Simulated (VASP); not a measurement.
# SiNi3: structure and properties in VASP, part 2 of 5

What structure does SiNi3 take at this level, and what are its properties? Left out of this account: at least 1 further run (phonons: its modes failed a check). The start is a cell from a database of measured crystal structures.

VASP 6.6.1, plane waves and PAW; the level of theory is named at each step.

So far. Step 2 (Magnetic start: ferromagnetic): The moments fall under 0.1 μB, and the mesh shows no gap. Step 3 (Magnetic start: antiferromagnetic within the cell): The energy lies +0.0 meV an atom from the first pattern, and both runs end without moments, so a difference comes from cell, mesh or thresholds alone. The moments fall under 0.1 μB, and the mesh shows no gap.

The database entry behind the starting cell differs from later determinations by our own check (an axis about 0.9 % long against later determinations), so it need not match the best structure at ambient conditions.

## Step 4: Magnetic start: antiferromagnetic, q = (0, 0, 1/2)

This step: SCAN, spin-polarised from an antiferromagnetic start; plane waves and PAW (Si, Ni) (VASP 6.6.1).

System of this step: SiNi3. The structure is cubic, space group Pm-3m (No. 221). The conventional cell has a = 3.542 Å, b = 3.542 Å, c = 3.542 Å, α = 90.00°, β = 90.00°, γ = 90.00°. Si has 12 Ni at 2.50 Å nearest. Nearest to Ni lie 8 Ni at 2.50 Å and 4 Si at 2.50 Å. Nearest to Ni lie 8 Ni at 2.50 Å and 4 Si at 2.50 Å. Farther neighbours are not listed.

Next, a pattern with opposite moments, which needs a doubled cell; q is given in the reciprocal vectors of the primitive cell.

INCAR reads:

```
SYSTEM = SiNi3
PREC = Accurate
ENCUT = 400
EDIFF = 1E-06
NELM = 100
ISMEAR = 1
SIGMA = 0.2
LREAL = .FALSE.
ALGO = Normal
METAGGA = SCAN
LASPH = .TRUE.
NBANDS = 46
ISPIN = 2
MAGMOM = 0 0 1 -1 1 -1 1 -1
LMAXMIX = 4
LORBIT = 11
LWAVE = .FALSE.
LCHARG = .FALSE.
KPAR = 8
ISIF = 2
```

POSCAR reads:

```
SiNi3
1.0
    3.5420000000      0.0000000000      0.0000000000
    0.0000000000      3.5420000000      0.0000000000
    0.0000000000      0.0000000000      7.0840000000
Si Ni
2 6
Direct
    0.0000000000      0.0000000000      0.0000000000
    0.0000000000      0.0000000000      0.5000000000
    0.0000000000      0.5000000000      0.2500000000
    0.0000000000      0.5000000000      0.7500000000
    0.5000000000      0.0000000000      0.2500000000
    0.5000000000      0.0000000000      0.7500000000
    0.5000000000      0.5000000000      0.0000000000
    0.5000000000      0.5000000000      0.5000000000
```

KPOINTS reads:

```
Automatic mesh
0
Gamma
6 6 3
0 0 0
```

PAW data sets: Si and Ni (PBE family, release 64).

Started as:

```bash
mpirun -np 8 vasp_std
```

What it wrote:

```text
[banner, memory and clock lines left out]
running    8 mpi-ranks, on    1 nodes
 distrk:  each k-point on    1 cores,    8 groups
 distr:  one band on    1 cores,    1 groups

 POSCAR found type information on POSCAR SiNi
 POSCAR found :  2 types and       8 ions
 [... a notice as in an earlier step ...]

 [... a notice as in an earlier step ...]

 LDA part: xc-table for (None), standard interpolation
 POSCAR, INCAR and KPOINTS ok, starting setup
 FFT: planning ... GRIDC
 FFT: planning ... GRID_SOFT
 FFT: planning ... GRID
 WAVECAR not read
 entering main loop
       N       E                     dE             d eps       ncg     rms          rms(c)
DAV:   1     0.375127476806E+03    0.37513E+03   -0.25515E+04  3680   0.168E+03
DAV:   2    -0.958486274022E+02   -0.47098E+03   -0.44864E+03  3680   0.365E+02
DAV:   3    -0.134694181106E+03   -0.38846E+02   -0.36761E+02  3932   0.133E+02
DAV:   4    -0.135632197436E+03   -0.93802E+00   -0.93396E+00  4146   0.212E+01
DAV:   5    -0.135659778066E+03   -0.27581E-01   -0.27572E-01  4622   0.297E+00    0.290E+01
DAV:   6    -0.128665208741E+03    0.69946E+01   -0.11005E+02  4052   0.132E+02    0.292E+01
DAV:   7    -0.119480064651E+03    0.91851E+01   -0.30841E+01  4170   0.725E+01    0.672E+00
DAV:   8    -0.120635561410E+03   -0.11555E+01   -0.41634E+00  4972   0.396E+01    0.937E+00
DAV:   9    -0.120088235136E+03    0.54733E+00   -0.17658E+00  4358   0.383E+01    0.353E+00
DAV:  10    -0.120053828688E+03    0.34406E-01   -0.37677E-01  4958   0.102E+01    0.111E+00
DAV:  11    -0.120067687550E+03   -0.13859E-01   -0.11657E-01  4176   0.317E+00    0.454E-01
DAV:  12    -0.120073484989E+03   -0.57974E-02   -0.12148E-02  4084   0.836E-01    0.256E-01
DAV:  13    -0.120075028260E+03   -0.15433E-02   -0.35710E-03  4510   0.461E-01    0.117E-01
DAV:  14    -0.120075302093E+03   -0.27383E-03   -0.77132E-04  3934   0.184E-01    0.565E-02
DAV:  15    -0.120075290014E+03    0.12078E-04   -0.18076E-04  4058   0.926E-02    0.208E-02
DAV:  16    -0.120075324599E+03   -0.34585E-04   -0.37135E-05  5240   0.591E-02    0.135E-02
DAV:  17    -0.120075334311E+03   -0.97121E-05   -0.21166E-05  4848   0.396E-02    0.958E-03
DAV:  18    -0.120075314008E+03    0.20304E-04   -0.15539E-05  3870   0.317E-02    0.946E-03
DAV:  19    -0.120075314247E+03   -0.23934E-06   -0.20544E-06  2694   0.118E-02
   1 F= -.12007531E+03 E0= -.12008082E+03  d E =0.165040E-01  mag=     0.0000
```

Run time: 55 s. Hardware: 8 MPI ranks of Intel Xeon Platinum 8488C (Sapphire Rapids), shared host; peak memory 2.1 GiB.

Parts of OUTCAR (step 4):

```text
  LATTYP: Found a simple tetragonal cell.
 ALAT       =     3.5420000000
 C/A-ratio  =     2.0000000000

 Subroutine GETGRP returns: Found 16 space group operations
 (whereof 16 operations were pure point group operations)

The static configuration has the point symmetry D_4h.

 Found     20 irreducible k-points:

   k-points           NKPTS =     20   k-points in BZ     NKDIM =     20   number of bands    NBANDS=     46

   dimension x,y,z NGX =    24 NGY =   24 NGZ =   48
   dimension x,y,z NGXF=    48 NGYF=   48 NGZF=   96

   ENCUT  =  400.0 eV  29.40 Ry    5.42 a.u.   5.78  5.78 11.55*2*pi/ulx,y,z

   NELECT =      68.0000    total number of electrons

 E-fermi :   9.9942

 spin component 1
 k-point     1 :       0.0000    0.0000    0.0000
  band No.  band energies     occupation
    ...
     28       9.1020      1.00000
     29       9.2606      1.00000
     30       9.2609      1.00000
     31       9.3310      1.00001
     32       9.6338      1.01435
     33      10.0117      0.42620
     34      10.0339      0.33580
     35      10.0339      0.33580
     36      10.0577      0.24600
     37      13.6577     -0.00000
    ...

 k-point     2 :       0.1667    0.0000    0.0000
  band No.  band energies     occupation
    ...
     29       9.2079      1.00000
     30       9.2196      1.00000
     31       9.2614      1.00000
     32       9.5074      1.00155
     33       9.7861      1.02885
     34      10.0341      0.33485
     35      10.6825     -0.00001
     36      10.6828     -0.00001
     37      12.0557     -0.00000
     38      13.2041     -0.00000
    ...

 k-point     3 :       0.3333    0.0000    0.0000
  band No.  band energies     occupation
    ...
     29       8.8979      1.00000
     30       9.0790      1.00000
     31       9.1120      1.00000
     32       9.3187      1.00001
     33       9.3342      1.00002
     34      10.0348      0.33234
     35      10.8845     -0.00000
     36      11.1705     -0.00000
     37      12.2376     -0.00000
     38      12.2377     -0.00000
    ...

 k-point     4 :       0.5000    0.0000    0.0000
  band No.  band energies     occupation
    ...
     29       8.7926      1.00000
     30       8.8433      1.00000
     31       8.9375      1.00000
     32       9.0835      1.00000
     33       9.3313      1.00001
     34      10.0350      0.33146
     35      10.6078     -0.00006
     36      10.6079     -0.00006
     37      13.6577     -0.00000
     38      13.6577     -0.00000
    ...

  Total       -9.7107685     -9.7107685     -9.7119906      0.0000000      0.0000000      0.0000000
  in kB     -175.0606427   -175.0606427   -175.0826731      0.0000000      0.0000000      0.0000000
  external PRESSURE =    -175.0679862 kB  Pullay stress =       0.0000000 kB

  energy-cutoff  :      400.00
  volume of cell :       88.87
      direct lattice vectors                 reciprocal lattice vectors
     3.542000000  0.000000000  0.000000000     0.282326369  0.000000000  0.000000000
     0.000000000  3.542000000  0.000000000     0.000000000  0.282326369  0.000000000
     0.000000000  0.000000000  7.084000000     0.000000000  0.000000000  0.141163185

 POSITION                                       TOTAL-FORCE (eV/Angst)
 -----------------------------------------------------------------------------------
      0.00000      0.00000      0.00000        -0.000000     -0.000000      0.000013
      0.00000      0.00000      3.54200        -0.000000     -0.000000      0.000013
      0.00000      1.77100      1.77100        -0.000000      0.000000     -0.000014
      0.00000      1.77100      5.31300        -0.000000      0.000000     -0.000014
      1.77100      0.00000      1.77100        -0.000000     -0.000000     -0.000014
      1.77100      0.00000      5.31300        -0.000000     -0.000000     -0.000014
      1.77100      1.77100      0.00000         0.000000      0.000000      0.000016
      1.77100      1.77100      3.54200        -0.000000      0.000000      0.000016
 -----------------------------------------------------------------------------------
    total drift:                                0.000000      0.000000     -0.000040

  FREE ENERGIE OF THE ION-ELECTRON SYSTEM (eV)
  ---------------------------------------------------
  free  energy   TOTEN  =      -120.0753142470 eV

  energy  without entropy=     -120.0918182030  energy(sigma->0) =     -120.08081557

 total charge
# of ion       s       p       d       tot
------------------------------------------
    1        0.723   0.792   0.000   1.514
    2        0.723   0.792   0.000   1.514
    3        0.487   0.565   8.393   9.444
    4        0.487   0.565   8.393   9.444
    5        0.487   0.565   8.393   9.444
    6        0.487   0.565   8.393   9.444
    7        0.487   0.565   8.393   9.444
    8        0.487   0.565   8.393   9.444
--------------------------------------------------
tot          4.365   4.972  50.355  59.692

 magnetization (x)
# of ion       s       p       d       tot
------------------------------------------
    1        0.000   0.000   0.000   0.000
    2       -0.000  -0.000   0.000  -0.000
    3       -0.000  -0.000   0.013   0.013
    4        0.000   0.000  -0.013  -0.013
    5       -0.000  -0.000   0.013   0.013
    6        0.000   0.000  -0.013  -0.013
    7       -0.000  -0.000  -0.000  -0.000
    8        0.000   0.000   0.000   0.000
--------------------------------------------------
tot          0.000   0.000   0.000   0.000

[... 6 further parts left out ...]
```

This step gave:

| Item | Value |
| --- | --- |
| electrons | 68 |
| bands | 46 |
| irreducible k-points | 20 |
| symmetry operations | 8 |
| free energy (TOTEN) | -120.0753 eV |
| energy at zero smearing | -120.0808 eV |
| pressure | -17.51 GPa |

Spin moment in the PAW sphere by atom:

| atom | spin moment in the PAW sphere (μB) |
| --- | --- |
| Si1 | 0.0000 |
| Si2 | 0.0000 |
| Ni3 | 0.0130 |
| Ni4 | -0.0130 |
| Ni5 | 0.0130 |
| Ni6 | -0.0130 |
| Ni7 | 0.0000 |
| Ni8 | 0.0000 |

The energy lies -0.0 meV an atom from the first pattern, and both runs end without moments, so a difference comes from cell, mesh or thresholds alone. The moments fall under 0.1 μB, and the mesh shows no gap.

## Step 5: Magnetic start: antiferromagnetic, q = (1/2, 1/2, 1/2)

Next, a pattern with opposite moments, which needs a doubled cell; q is given in the reciprocal vectors of the primitive cell.

INCAR is that of step 4.

POSCAR reads:

```
SiNi3
1.0
    7.0840000000      0.0000000000      0.0000000000
    3.5420000000      3.5420000000      0.0000000000
    3.5420000000      0.0000000000      3.5420000000
Si Ni
2 6
Direct
    0.0000000000      0.0000000000      0.0000000000
    0.5000000000      0.0000000000      0.0000000000
    0.5000000000      0.5000000000      0.5000000000
    0.0000000000      0.5000000000      0.5000000000
    0.0000000000      0.0000000000      0.5000000000
    0.5000000000      0.0000000000      0.5000000000
    0.0000000000      0.5000000000      0.0000000000
    0.5000000000      0.5000000000      0.0000000000
```

KPOINTS reads:

```
Automatic mesh
0
Gamma
6 6 6
0 0 0
```

Started as:

```bash
mpirun -np 8 vasp_std
```

What it wrote:

```text
[... set-up lines as in an earlier step ...]
 entering main loop
       N       E                     dE             d eps       ncg     rms          rms(c)
DAV:   1     0.375688166337E+03    0.37569E+03   -0.25451E+04  5888   0.168E+03
DAV:   2    -0.957316474547E+02   -0.47142E+03   -0.44886E+03  5888   0.365E+02
DAV:   3    -0.134755902592E+03   -0.39024E+02   -0.36829E+02  6302   0.134E+02
DAV:   4    -0.135717724001E+03   -0.96182E+00   -0.95739E+00  6580   0.214E+01
DAV:   5    -0.135745386473E+03   -0.27662E-01   -0.27656E-01  7346   0.298E+00    0.290E+01
DAV:   6    -0.128644106899E+03    0.71013E+01   -0.10847E+02  6404   0.131E+02    0.289E+01
DAV:   7    -0.119600814425E+03    0.90433E+01   -0.30407E+01  6712   0.713E+01    0.617E+00
DAV:   8    -0.120091407499E+03   -0.49059E+00   -0.21782E+00  5994   0.991E+00    0.319E+00
DAV:   9    -0.120084580515E+03    0.68270E-02   -0.29470E-01  7010   0.427E+00    0.114E+00
DAV:  10    -0.120080395460E+03    0.41851E-02   -0.44231E-02  6742   0.152E+00    0.552E-01
DAV:  11    -0.120081721852E+03   -0.13264E-02   -0.12938E-02  8274   0.813E-01    0.305E-01
DAV:  12    -0.120083645952E+03   -0.19241E-02   -0.14189E-02 10210   0.994E-01    0.168E-01
DAV:  13    -0.120084010674E+03   -0.36472E-03   -0.20894E-03  7838   0.356E-01    0.737E-02
DAV:  14    -0.120083960509E+03    0.50165E-04   -0.96099E-04 10346   0.258E-01    0.484E-02
DAV:  15    -0.120083909712E+03    0.50797E-04   -0.79833E-04 10434   0.245E-01    0.310E-02
DAV:  16    -0.120083852382E+03    0.57330E-04   -0.46932E-04 10322   0.189E-01    0.157E-02
DAV:  17    -0.120083837548E+03    0.14834E-04   -0.88263E-05  7642   0.726E-02    0.100E-02
DAV:  18    -0.120083849044E+03   -0.11496E-04   -0.50749E-05  8962   0.593E-02    0.342E-03
DAV:  19    -0.120083860693E+03   -0.11649E-04   -0.61002E-06  5998   0.239E-02    0.226E-03
DAV:  20    -0.120083863883E+03   -0.31894E-05   -0.21476E-06  3478   0.158E-02    0.132E-03
DAV:  21    -0.120083863089E+03    0.79331E-06   -0.51923E-07  3424   0.609E-03
   1 F= -.12008386E+03 E0= -.12008713E+03  d E =0.980960E-02  mag=    -0.0000
```

Wall time 2.9 min (8 MPI ranks); peak memory 3 GiB.

From OUTCAR (step 5):

```text
   k-points           NKPTS =     32   k-points in BZ     NKDIM =     32   number of bands    NBANDS=     46

   ENCUT  =  400.0 eV  29.40 Ry    5.42 a.u.  11.55  8.17  8.17*2*pi/ulx,y,z

   NELECT =      68.0000    total number of electrons

 E-fermi :   9.9805

 spin component 1
 k-point     1 :       0.0000    0.0000    0.0000
  band No.  band energies     occupation
    ...
     31       9.4872      1.00134
     32       9.6314      1.01660
     33       9.7699      1.02982
     34       9.7705      1.02959
     35       9.7705      1.02958
     36      10.0271      0.30863
     37      10.0279      0.30551
     38      10.0302      0.29703
     39      11.1470     -0.00000
     40      13.9987      0.00000
    ...

 k-point     2 :       0.1667    0.0000    0.0000
  band No.  band energies     occupation
    ...
     32       9.5232      1.00285
     33       9.7778      1.02647
     34       9.8570      0.92777
     35       9.8571      0.92765
     36       9.9654      0.56378
     37      10.3798     -0.00810
     38      10.3814     -0.00788
     39      11.5475     -0.00000
     40      14.1422      0.00000
     41      14.1433      0.00000
    ...

  Total       -9.6689887     -9.6689887     -9.6689887      0.0324159      0.0324159      0.0324159
  in kB     -174.3074575   -174.3074575   -174.3074575      0.5843768      0.5843768      0.5843768
  external PRESSURE =    -174.3074575 kB  Pullay stress =       0.0000000 kB

 POSITION                                       TOTAL-FORCE (eV/Angst)
 -----------------------------------------------------------------------------------
      0.00000      0.00000      0.00000        -0.000000     -0.000000      0.000000
      3.54200      0.00000      0.00000         0.000000      0.000000      0.000000
      7.08400      1.77100      1.77100         0.000000     -0.000000      0.000000
      3.54200      1.77100      1.77100         0.000000      0.000000     -0.000000
      1.77100      0.00000      1.77100         0.000000     -0.000000     -0.000000
      5.31300      0.00000      1.77100        -0.000000     -0.000000      0.000000
      1.77100      1.77100      0.00000         0.000000      0.000000      0.000000
      5.31300      1.77100      0.00000        -0.000000     -0.000000      0.000000
 -----------------------------------------------------------------------------------
    total drift:                               -0.000000     -0.000000     -0.000000

  FREE ENERGIE OF THE ION-ELECTRON SYSTEM (eV)
  ---------------------------------------------------
  free  energy   TOTEN  =      -120.0838630893 eV

  energy  without entropy=     -120.0936726866  energy(sigma->0) =     -120.08713296

 magnetization (x)
# of ion       s       p       d       tot
------------------------------------------
    1        0.000  -0.000   0.000  -0.000
    2       -0.000   0.000   0.000   0.000
    3        0.000  -0.000   0.000   0.000
    4       -0.000   0.000  -0.000  -0.000
    5        0.000  -0.000   0.000   0.000
    6       -0.000   0.000  -0.000  -0.000
    7        0.000  -0.000   0.000   0.000
    8       -0.000   0.000  -0.000  -0.000
--------------------------------------------------
tot          0.000   0.000   0.000   0.000

[... 1 part as in an earlier step ...]

[... 14 further parts left out ...]
```

At this level the cell is under a tension of 17.4 GPa, so at these settings it is away from equilibrium.

Numbers from this step:

```yaml
scf_cycles: 21
irreducible_k_points: 32
symmetry_operations: 12
free_energy_toten: -120.0839 eV
energy_at_zero_smearing: -120.0871 eV
fermi_energy: 9.980 eV
pressure: -17.43 GPa
```

The energy lies -0.8 meV an atom from the first pattern, and both runs end without moments, so a difference comes from cell, mesh or thresholds alone. The moments fall under 0.1 μB, and the mesh shows no gap.

(Continued in part 3 of 5.)

[Lines on the potential files, build, host, timing and source positions are cut from VASP's logs without a mark.]

[Logs are printed without paths, hosts, clocks, repeated set-up lines and the standing remarks that a program may print on its own settings, such as how far it seeks lower states.]

[Hosts, paths, dates, database ids (printed as entryN), source tags and the programs' standing remarks are cut or masked in the printed files.]

[A measured line is paired with the nearest computed mode of its activity, which favours agreement.]

[In band tables of VASP the shares of atoms and orbitals are scaled to a sum of 1 inside the atoms' spheres.]
